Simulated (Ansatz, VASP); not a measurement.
# Cross-check of TaN between VASP and Ansatz

Wanted: the spread between two codes on one cell, functional and k mesh. The cell is a member of a volume series, scaled by 0.96 from a relaxed one, so a pressure remains.

Method: plane waves, with VASP 6.6.1 beside it; zone-centre phonons at LDA, in Ansatz 0.2.0.

## (1) Starting point

The structure is cubic, space group Fm-3m (No. 225). Conventional cell: a = 4.297 Å, b = 4.297 Å, c = 4.297 Å, α = 90.00°, β = 90.00°, γ = 90.00°. Ta has 6 N at 2.15 Å nearest. N has 6 Ta at 2.15 Å nearest. Farther neighbours and most contacts between anions are not listed.

Structure file:

```xyz
2
Lattice="0.0000 2.1485 2.1485 2.1485 0.0000 2.1485 2.1485 2.1485 0.0000" Properties=species:S:1:pos:R:3 pbc="T T T"
Ta    2.1485    2.1485    2.1485
N     0.0000    0.0000    0.0000
```

## (2) VASP: zone-centre phonons, LDA, volume scaled by 0.96

Second derivatives magnify differences that forces hide, and they need a tight electronic threshold.

Lines of VASP's logs that name or quote its potential files are left out, and so is its time.

INCAR

```
SYSTEM = TaN
PREC = Accurate
ENCUT = 560
EDIFF = 1E-08
NELM = 100
ISMEAR = 1
SIGMA = 0.15
LREAL = .FALSE.
ALGO = Normal
GGA = CA
NBANDS = 14
LASPH = .TRUE.
LORBIT = 11
LWAVE = .FALSE.
LCHARG = .FALSE.
KPAR = 4
IBRION = 8
ISIF = 2
```

POSCAR

```
TaN
1.0
    0.0000000000      2.1485349476      2.1485349476
    2.1485349476      0.0000000000      2.1485349476
    2.1485349476      2.1485349476      0.0000000000
Ta N
1 1
Direct
    0.5000000000      0.5000000000      0.5000000000
    0.0000000000      0.0000000000      0.0000000000
```

KPOINTS

```
Automatic mesh
0
Gamma
20 20 20
0 0 0
```

Potentials, in the order of the species: Ta_pv and N (LDA family, release 64).

Launch:

```sh
$ mpirun -np 4 vasp_std
```

Numbers of over 12 decimals in the logs are rounded to 6 here.

Log:

```text
[banner, memory and clock lines left out]
running    4 mpi-ranks, on    1 nodes
 distrk:  each k-point on    1 cores,    4 groups
 distr:  one band on    1 cores,    1 groups

 POSCAR found type information on POSCAR TaN
 POSCAR found :  2 types and       2 ions
 LDA part: xc-table for (Slater(with rela. corr.)+CA(PZ))
 , standard interpolation
 POSCAR, INCAR and KPOINTS ok, starting setup
 FFT: planning ... GRIDC
 FFT: planning ... GRID_SOFT
 FFT: planning ... GRID
 WAVECAR not read
 entering main loop
       N       E                     dE             d eps       ncg     rms          rms(c)
DAV:   1     0.919437894633E+02    0.91944E+02   -0.94116E+03  7168   0.129E+03
DAV:   2    -0.242057817560E+02   -0.11615E+03   -0.10970E+03  8764   0.324E+02
DAV:   3    -0.271394128699E+02   -0.29336E+01   -0.29064E+01  8310   0.465E+01
DAV:   4    -0.271530470214E+02   -0.13634E-01   -0.13629E-01  8504   0.332E+00
DAV:   5    -0.271531465075E+02   -0.99486E-04   -0.99482E-04  8268   0.250E-01    0.277E+01
DAV:   6    -0.242390518552E+02    0.29141E+01   -0.63796E+00  7810   0.285E+01    0.118E+01
DAV:   7    -0.241490660600E+02    0.89986E-01   -0.38316E-01  9178   0.546E+00    0.781E+00
DAV:   8    -0.241125521885E+02    0.36514E-01   -0.11597E-01  9046   0.300E+00    0.132E+00
DAV:   9    -0.241090821668E+02    0.34700E-02   -0.99502E-03  8218   0.851E-01    0.281E-01
DAV:  10    -0.241089228117E+02    0.15936E-03   -0.50285E-04  9384   0.282E-01    0.916E-02
DAV:  11    -0.241088974889E+02    0.25323E-04   -0.59418E-05  7792   0.831E-02    0.166E-02
DAV:  12    -0.241088970462E+02    0.44264E-06   -0.34447E-06  8908   0.175E-02    0.362E-03
DAV:  13    -0.241088970377E+02    0.85372E-08   -0.83458E-08  8428   0.272E-03
   1 F= -.24108897E+02 E0= -.24109002E+02  d E =0.315874E-03
 Linear response reoptimize wavefunctions to high precision
DAV:   1    -0.241088970362E+02    0.14411E-08   -0.32738E-09  8826   0.603E-04
DAV:   2    -0.241088970363E+02   -0.17280E-10   -0.21666E-11  4868   0.485E-05
 Linear response DOF=           2
 Linear response progress:
  Degree of freedom:   1/  2
       N       E                     dE             d eps       ncg     rms          rms(c)
RMM:   1    -0.133302861145E+00   -0.13330E+00    0.11301E+01 18882   0.237E+01
RMM:   2    -0.161838265636E+00   -0.28535E-01   -0.26682E-02 28266   0.144E+00    0.112E-01
RMM:   3    -0.161200605304E+00    0.63766E-03   -0.20095E-03 32533   0.287E-01    0.516E-02
RMM:   4    -0.160768949458E+00    0.43166E-03   -0.17132E-04 34980   0.859E-02    0.185E-02
RMM:   5    -0.160599605125E+00    0.16934E-03   -0.16853E-05 35335   0.241E-02    0.488E-03
RMM:   6    -0.160586339254E+00    0.13266E-04   -0.23636E-06 33561   0.861E-03    0.825E-04
RMM:   7    -0.160584531097E+00    0.18082E-05   -0.75888E-07 35423   0.243E-03    0.265E-04
RMM:   8    -0.160586278913E+00   -0.17478E-05   -0.54184E-07 37980   0.831E-04    0.722E-05
RMM:   9    -0.160586912354E+00   -0.63344E-06   -0.41034E-07 35123   0.320E-04    0.422E-05
RMM:  10    -0.160587267451E+00   -0.35510E-06   -0.23383E-07 33637   0.189E-04    0.985E-06
RMM:  11    -0.160587343000E+00   -0.75549E-07   -0.12555E-07 38166   0.843E-05    0.279E-06
RMM:  12    -0.160587329616E+00    0.13384E-07   -0.68358E-08 35492   0.406E-05    0.929E-07
RMM:  13    -0.160587331527E+00   -0.19107E-08   -0.41677E-08 29116   0.220E-05    0.115E-06
 first order change of Fermi-energy   0.38375E-03
 force on displaced ion       1 direction 1 : -10.782   0.000   0.000
 Linear response progress:
  Degree of freedom:   2/  2
       N       E                     dE             d eps       ncg     rms          rms(c)
RMM:   1    -0.233688845336E+00   -0.23369E+00    0.15717E-01 38282   0.302E+00
RMM:   2    -0.229859982198E+00    0.38289E-02   -0.42781E-03 30542   0.498E-01    0.166E-01
RMM:   3    -0.230729182221E+00   -0.86920E-03   -0.97904E-04 27418   0.194E-01    0.834E-02
RMM:   4    -0.232150494339E+00   -0.14213E-02   -0.50449E-04 27841   0.135E-01    0.222E-02
RMM:   5    -0.232256458019E+00   -0.10596E-03   -0.19916E-05 32324   0.324E-02    0.332E-03
RMM:   6    -0.232264391070E+00   -0.79331E-05   -0.16563E-06 32091   0.721E-03    0.759E-04
RMM:   7    -0.232255113551E+00    0.92775E-05   -0.14763E-07 31600   0.189E-03    0.329E-04
RMM:   8    -0.232257243069E+00   -0.21295E-05   -0.45452E-08 34167   0.661E-04    0.871E-05
RMM:   9    -0.232256612077E+00    0.63099E-06   -0.47059E-10 32788   0.231E-04    0.219E-05
RMM:  10    -0.232256466267E+00    0.14581E-06    0.52588E-09 35874   0.762E-05    0.110E-05
RMM:  11    -0.232256479491E+00   -0.13224E-07   -0.50978E-09 33303   0.240E-05    0.528E-06
RMM:  12    -0.232256511321E+00   -0.31829E-07   -0.19898E-09 31912   0.102E-05    0.170E-06
RMM:  13    -0.232256510583E+00    0.73745E-09    0.54544E-10 20476   0.499E-06    0.125E-06
 first order change of Fermi-energy  -0.15446E-03
 force on displaced ion       2 direction 1 : -10.775   0.000   0.000
 Linear response finished
```

Parts of OUTCAR (step 2):

```text
ion  position               nearest neighbor table
   1  0.500  0.500  0.500-   2 2.15   2 2.15   2 2.15   2 2.15   2 2.15   2 2.15
   2  0.000  0.000  0.000-   1 2.15   1 2.15   1 2.15   1 2.15   1 2.15   1 2.15

  LATTYP: Found a face centered cubic cell.
 ALAT       =     4.2970698952

 Subroutine GETGRP returns: Found 48 space group operations
 (whereof 48 operations were pure point group operations)

The static configuration has the point symmetry O_h .

 Found    256 irreducible k-points:

   k-points           NKPTS =    256   k-points in BZ     NKDIM =    256   number of bands    NBANDS=     14

   dimension x,y,z NGX =    24 NGY =   24 NGZ =   24
   dimension x,y,z NGXF=    48 NGYF=   48 NGZF=   48

   ENCUT  =  560.0 eV  41.16 Ry    6.42 a.u.   5.86  5.86  5.86*2*pi/ulx,y,z

   NELECT =      16.0000    total number of electrons

 k-points in reciprocal lattice and weights: Automatic mesh
   0.00000000  0.00000000  0.00000000       0.000
   0.05000000  0.00000000  0.00000000       0.001
   0.10000000  0.00000000  0.00000000       0.001
   0.15000000  0.00000000  0.00000000       0.001
   0.20000000  0.00000000  0.00000000       0.001
   0.25000000  0.00000000  0.00000000       0.001
   0.30000000  0.00000000  0.00000000       0.001
   0.35000000  0.00000000  0.00000000       0.001
   0.40000000  0.00000000  0.00000000       0.001
[...]
-0.30000000  0.50000000  0.20000000       0.002
  -0.25000000  0.50000000  0.25000000       0.001

 average (electrostatic) potential at core
       1 -34.2810       2 -60.2886

  Total        2.0792929      2.0792929      2.0792929      0.0000000     -0.0000000      0.0000000
  in kB      167.9457430    167.9457430    167.9457430      0.0000000     -0.0000000      0.0000000
  external PRESSURE =     167.9457430 kB  Pullay stress =       0.0000000 kB

  energy-cutoff  :      560.00
  volume of cell :       19.84
      direct lattice vectors                 reciprocal lattice vectors
     0.000000000  2.148534948  2.148534948    -0.232716717  0.232716717  0.232716717
     2.148534948  0.000000000  2.148534948     0.232716717 -0.232716717  0.232716717
     2.148534948  2.148534948  0.000000000     0.232716717  0.232716717 -0.232716717

 POSITION                                       TOTAL-FORCE (eV/Angst)
 -----------------------------------------------------------------------------------
      2.14853      2.14853      2.14853        -0.000000     -0.000000      0.000000
      0.00000      0.00000      0.00000         0.000000      0.000000     -0.000000
 -----------------------------------------------------------------------------------
    total drift:                                0.000000     -0.000000     -0.000000

 Eigenvectors and eigenvalues of the dynamical matrix
 ----------------------------------------------------

   1 f  =   14.235649 THz    89.445218 2PiTHz  474.850124 cm-1    58.873885 meV
             X         Y         Z           dx          dy          dz
      2.148535  2.148535  2.148535     0.000000    0.116788   -0.241294
      0.000000  0.000000  0.000000     0.000000   -0.419715    0.867166

   2 f  =   14.235649 THz    89.445218 2PiTHz  474.850124 cm-1    58.873885 meV
             X         Y         Z           dx          dy          dz
      2.148535  2.148535  2.148535    -0.268072   -0.000000   -0.000000
      0.000000  0.000000  0.000000     0.963399   -0.000000   -0.000000

   3 f  =   14.235649 THz    89.445218 2PiTHz  474.850124 cm-1    58.873885 meV
             X         Y         Z           dx          dy          dz
      2.148535  2.148535  2.148535     0.000000   -0.241294   -0.116788
      0.000000  0.000000  0.000000     0.000000    0.867166    0.419715

   4 f/i=    0.001203 THz     0.007560 2PiTHz    0.040136 cm-1     0.004976 meV
             X         Y         Z           dx          dy          dz
      2.148535  2.148535  2.148535     0.325540   -0.904399   -0.064992
      0.000000  0.000000  0.000000     0.090584   -0.251655   -0.018085

   5 f/i=    0.001203 THz     0.007560 2PiTHz    0.040136 cm-1     0.004976 meV
             X         Y         Z           dx          dy          dz
      2.148535  2.148535  2.148535     0.906731    0.324703    0.023334
      0.000000  0.000000  0.000000     0.252303    0.090351    0.006493

   6 f/i=    0.001203 THz     0.007560 2PiTHz    0.040136 cm-1     0.004976 meV
             X         Y         Z           dx          dy          dz
      2.148535  2.148535  2.148535     0.000000   -0.069054    0.960921
      0.000000  0.000000  0.000000     0.000000   -0.019215    0.267382

 ELASTIC MODULI CONTR FROM IONIC RELAXATION (kBar)
 Direction    XX          YY          ZZ          XY          YZ          ZX
 --------------------------------------------------------------------------------
 XX           0.0000      0.0000      0.0000      0.0000      0.0000      0.0000
 YY           0.0000      0.0000      0.0000      0.0000      0.0000      0.0000
 ZZ           0.0000      0.0000      0.0000      0.0000      0.0000      0.0000
 XY           0.0000      0.0000      0.0000      0.0000      0.0000      0.0000
 YZ           0.0000      0.0000      0.0000      0.0000      0.0000      0.0000
 ZX           0.0000      0.0000      0.0000      0.0000      0.0000      0.0000
 --------------------------------------------------------------------------------
```

## (3) Ansatz: zone-centre phonons, LDA, volume scaled by 0.96

Ansatz runs on its default PAW (the set named soft_2) files.

The same cell, functional (in two slightly different forms), mesh and smearing now go to Ansatz, which takes its cutoff from its data sets.

input.yaml

```yaml
crystal:
  lattice:
    - [0.0, 2.1485349476, 2.1485349476]
    - [2.1485349476, 0.0, 2.1485349476]
    - [2.1485349476, 2.1485349476, 0.0]
  atoms:
    - { symbol: Ta, position: [0.5, 0.5, 0.5] }
    - { symbol: "N", position: [0.0, 0.0, 0.0] }
hamiltonian:
  xc: lda
  pseudopotentials: { kind: paw }
kpoints:
  mp_grid: { grid: [20, 20, 20] }
scf:
  occupations: { method: methfessel_paxton, width: 0.15 }
phonons:
  method: dfpt
  qpoints: [[0, 0, 0]]
```

Launch:

```sh
$ ansatz run input.yaml --threads 4 --pin off --max-ram 9216MiB --backend cpu --events-out ev --progress --plain --runs-dir out
```

Log:

```text
Engine: ansatz 0.2.0, aarch64-unknown-linux-gnu
Pseudopotentials: kind: paw
Pseudopotential: Ta, paw, valence charge 13, recommended cutoff 420 eV (normal), Ta.paw.azcp
Pseudopotential: N, paw, valence charge 5, recommended cutoff 420 eV (normal), N.paw.azcp
Functional definition: SPW92
  exchange = slater_x
  correlation = pw_c
Crystal: 2 atoms, lattice volume = 19.836 Å³
Basis set: ecut = 420 eV, 387 PW (Γ), exchange–correlation on 48×48×48 points (8 copies of the dense FFT grid, shifted against one another)
Bands: 13, of which v1, the nominal top of the filled ones, is band 9 counted from 1 (8 counted from 0)
Symmetry: 48 space group operations
k-points: 641 of 8000 (irreducible under 8 space group operations, time reversal used)
Non-local potential: Ta, projectors of the file, l = 0: 3, l = 1: 2, l = 2: 2, l = 3: 1
Non-local potential: N, projectors of the file, l = 0: 2, l = 1: 2, l = 2: 1
PAW form: soft (Blöchl's): semilocal exchange-correlation on the pseudo side does not see the compensation charge
PAW frozen core: Ta, regenerated for the run's functional, and the local potential with it (the file was generated under x = pbe(κ = 0.804, μ = 0.219515), c = pbe(β = 0.066725))
PAW frozen core: N, regenerated for the run's functional, and the local potential with it (the file was generated under x = pbe(κ = 0.804, μ = 0.219515), c = pbe(β = 0.066725))
PAW one-centre angular grid: Ta, 590 points (default); XC on 64 Gauss nodes
PAW one-centre angular grid: N, 110 points (default); XC on 64 Gauss nodes
Initial density: superposition of atomic densities (neutral atoms: chi_scale 0, normalization atom), corrected by the library's trained network
Initial wavefunctions: pseudopotential atomic-orbital guess
Functional: x = slater, c = lda
SCF iter   1: F=—  HF=-10058.685533 eV  |F-HF|=—  |Δ(HF+E_count)|=         —  Δρ=1.26e-2  dr2=3.45e-2  ethr=1.77e-3  ⟨swp⟩=5.2  Hψ=98225  notcnv=0  defer=250
automatic band count: the SCF goes on with 17 bands, as 13 were too few: the levels above may hold too much charge
preconditioner: auto → none  [metal: Δε(μ)=0.028 eV  Ē_g=16.299 eV  σ=0.150 eV  W_gap=0.16  n_scr=8 (ndim 8)  ℏωp=26.4 eV  f_vac=0.000  D(μ)=0.68/eV (n_scr^D=0)  sad-step TF]
SCF iter   2: F=—  HF=-10058.681485 eV  |F-HF|=—  |Δ(HF+E_count)|=   4.05e-3  S|Δr|=    0.00e0  Δρ=8.97e-3  dr2=1.85e-2  ethr=1.92e-4  ⟨swp⟩=1.0  Hψ=16025  notcnv=0  defer=250
SCF iter   3: F=—  HF=-10058.677034 eV  |F-HF|=—  |Δ(HF+E_count)|=   4.45e-3  S|Δr|=    0.00e0  Δρ=1.50e-3  dr2=4.99e-4  ethr=1.03e-4  ⟨swp⟩=1.4  Hψ=10265  notcnv=0  defer=250
SCF iter   4: F=—  HF=-10058.676836 eV  |F-HF|=—  |Δ(HF+E_count)|=   1.98e-4  S|Δr|=    0.00e0  Δρ=1.85e-4  dr2=7.12e-6  ethr=2.77e-6  ⟨swp⟩=1.7  Hψ=10512  notcnv=0  defer=250
SCF iter   5: F=—  HF=-10058.676835 eV  |F-HF|=—  |Δ(HF+E_count)|=   1.21e-6  S|Δr|=    0.00e0  Δρ=2.32e-5  dr2=6.94e-8  ethr=3.96e-8  ⟨swp⟩=2.4  Hψ=14186  notcnv=0  defer=250
SCF iter   6: F=—  HF=-10058.676835 eV  |F-HF|=—  |Δ(HF+E_count)|=   3.42e-7  S|Δr|=    0.00e0  Δρ=2.28e-6  dr2=2.59e-10  ethr=3.86e-10  ⟨swp⟩=2.2  Hψ=12715  notcnv=0  defer=250
SCF iter   7: F=-10058.676835 eV  HF=-10058.676835 eV  |F-HF|=3.64e-12  |Δ(HF+E_count)|=  1.49e-10  S|Δr|=    0.00e0  Δρ=2.17e-7  dr2=1.19e-12  ethr=1.00e-12  ⟨swp⟩=10.2  Hψ=57328  notcnv=0
SCF 1 converged in 7 iterations: F = -10058.676835 eV  dr2 = 1.19e-12
  greatest PAW one-centre occupation: 1.000 electrons in one spin orbital (limit 2), on the Ta atom at site 0 (counted from 0), in its partial waves of l = 0
DFPT response loops at Γ: preconditioner auto → Kerker (q_TF=auto, 2.684 Å⁻¹) (partly filled bands, converged f_vac=0.000); β = 1.00, the filter's whole step (`scf.mixing.beta` (0.50) is not read by the response loops under this deck's `scf.mixing.preconditioner`; to damp them name `kerker` or `kerker_dos`, under which they read `scf.mixing.beta`, and type it under 1.00, their step now; both keys bind the ground state too); Broyden in place of MSR1
SCF converged after 7 iterations
Stability not checked: this state was not tested for a lower state beside it, because cold or Methfessel-Paxton smearing, or corrected tetrahedra, fill the levels in a way that the test cannot read (fill_not_monotonic; see scf.lower_state_search)
Free energy (F): -10058.676835 eV
Harris-Foulkes:  -10058.676835 eV  (|F-HF|=3.64e-12)
Internal energy: -10058.677199 eV  (E = F + TS)
E sigma→0 (E₀):  -10058.676926 eV
Entropy (-TS):   0.000363 eV (0.182 meV/atom)
Fermi energy:    22.971037 eV
Step filling:    the computed levels leave a gap of 0.0167 eV = 0.1 smearing widths at the electron count; against every level under it full and every level over it empty, smearing changes F+E_penalty+E_count by +0.202 meV and its σ→0 estimate by +0.111 meV
--- Per-component energies (eV) ---
  E_band       = -22.797041
  E_kinetic    = 506.307865
  E_local      = -542.639088  (includes V_loc(G=0)·N_el)
  E_nonlocal   = 68.176947
  E_hartree    = 184.759633
  E_xc         = -279.600726
  E_vxc        = -284.309130  (∫ρ·V_xc dr)
  E_paw        = -8268.345521  (= ΣΔE_a)
  E_vpaw       = -139.853186  (= ΣTr[D̂ρ^β])
  E_aug_tail   = 0.000284  (compensation charges beyond the density's cutoff)
  E_ewald      = -1727.675539
  E_core_change = 0.338947  (= ΣΔE_core)
  E_smearing   = 0.000363  (= −TS)
  E_closure    = 0.000000  (closes the sum)
  Σ components = -10058.676835   (vs F -10058.676835, Δ=0.00e0)
--- Band table (eV; the first three rows and the last of 641) ---
  k-point 0: bands = [... 5 lower, 19.0146, 19.0146, 19.0146, 20.6600, 20.6600, 20.6600, 23.0158, 23.0158, ... 4 higher]
  k-point 1: bands = [... 5 lower, 18.6498, 18.7567, 18.7567, 20.7773, 20.7773, 20.8479, 23.3031, 23.3031, ... 4 higher]
  k-point 2: bands = [... 5 lower, 17.8586, 18.1797, 18.1797, 21.0541, 21.0541, 21.1662, 24.0364, 24.0364, ... 4 higher]
  k-point 640: bands = [... 5 lower, 15.1104, 15.9922, 15.9922, 22.7777, 22.7777, 26.9486, 27.7052, 27.9957, ... 4 higher]
--- Phonons (Γ-DFPT): 2 representative perturbations + reference, on 641 of 8000 k-points (Σ response iterations 6) ---
  k mesh reduced under 8 symmetry operations, with k and −k counted as one. Each operation leaves every solved perturbation unchanged. A smaller set is not used because it would not reduce the number of displacements times k-points to solve
  ASR residual: 3.251e-5 → 0.000e0 eV/Å²; symmetrization residual: 7.940e-7 eV/Å²
  ASR residual per site (eV/Å²): 3.25e-5 1.51e-5
  Γ frequencies (cm⁻¹): 0.00 0.00 0.00 471.48 471.48 471.48
  non-analytic LO–TO correction: not included (Born effective charges unavailable; polar crystals: no LO–TO splitting at Γ)
--- Phonons (arbitrary-q DFPT): 1 explicit q-point ---
  q = [0, 0, 0] (of the zone-centre solve; hermiticity 1.49e-7, symmetrization 1.92e-14): -0.00 0.00 0.00 471.48 471.48 471.48
  sum rule: each row above includes the acoustic sum rule's correction from the zone centre's row sums; it moved no ω² by more than (0.54 cm⁻¹)²
```

Run time: 16 s. Hardware: 4 threads of Arm Neoverse V1, shared host; peak memory 0.78 GiB.

## (4) Side by side

Known differences besides the potentials themselves: the two LDA forms differ slightly; the data sets hold 18 valence electrons in Ansatz (default PAW (the set named soft_2) files) and 16 in VASP; the cutoff is 420 eV in Ansatz and 560 eV in VASP; VASP's log shows a relativistic correction to its local exchange, Ansatz's none. Total energies have different zeros and are not compared.

Compared:

```csv
quantity,Ansatz,VASP,difference
optical mode 1 to 3 (cm⁻¹),471.5,474.9,-0.71 %
```

Modes are paired by rising frequency and degeneracy, not by their patterns, so a pair may still set unlike modes beside each other.

[end of part 1 of 2]

[Lines on the potential files, build, host, timing and source positions are cut from VASP's logs without a mark.]

[Logs are printed without paths, hosts, clocks, repeated set-up lines and the standing remarks that a program may print on its own settings, such as how far it seeks lower states.]

[Hosts, paths, dates, database ids (printed as entryN), source tags and the programs' standing remarks are cut or masked in the printed files.]
